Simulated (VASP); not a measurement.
Level of theory: PBE GGA, VASP's PBE PAW potentials (set 64) (plane waves; VASP). For the first row: Run with 520 eV cut-off, 7×7×7 Γ-centred mesh, Gaussian smearing of 0.050 eV, potentials Na_pv I.

```
system           energy (eV/atom)
---------------  ----------------
NaI (rock salt)           -2.6938
Na atom                   -0.2322
I atom                    -0.1732
```

Atoms are spin-polarised in a large box without symmetry, with the spin fixed by Hund's rule, and may not be in the lowest state of each functional; no zero-point energy is added.  Spin-orbit coupling is left out, which shifts such energies by up to tenths of an eV for the heavy elements here.

**Question.** What is the cohesive energy per atom of NaI?

**Answer.** The references average (1×(-0.2322) + 1×(-0.1732))/2 = -0.2027 eV, so the cohesive energy is -0.2027 − (-2.6938) = 2.491 eV/atom.
